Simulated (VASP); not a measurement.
## Be4Se3Te (ordered alloy cell): computed properties

Method: PBEsol GGA, VASP's PBE PAW potentials (set 64) (plane waves; VASP).

```
Property                                                                                                             Value
---------------------------------------------  ---------------------------------------------------------------------------
space group                                                                                                      R3m (160)
cell                                           a = 3.721 Å, b = 3.721 Å, c = 36.418 Å, α = 90.00°, β = 90.00°, γ = 120.00°
volume per atom                                                                                             18.19 Å^3/atom
band gap (over mesh and band path)                                                                                 1.43 eV
smallest direct gap (over mesh and band path)                                                                      2.65 eV
band-edge character                                                                                       indirect, Γ to F
density                                                                                                         4.57 g/cm³
```

```
CELL_PARAMETERS angstrom
      0.00000     2.63105     2.63105
      2.63105     0.00000     2.63105
     10.51678    10.51678     0.00743
ATOMIC_POSITIONS crystal
  Be 0.01830 0.01830 0.98627
  Be 0.98272 0.98272 0.26296
  Be 0.99461 0.99461 0.50404
  Be 0.00504 0.00504 0.74622
  Te 0.24928 0.24928 0.06304
  Se 0.23934 0.23934 0.32050
  Se 0.24991 0.24991 0.56257
  Se 0.26080 0.26080 0.80440
```

Unless said otherwise, spin-orbit coupling is left out, though it shifts the bands of the heavy elements here.

The structure was generated: Be4Se3Te was put into an ordered model structure (R3m), which need not be its known phase. It was relaxed first. Symmetry was kept, so distortions that lower it aren't found.
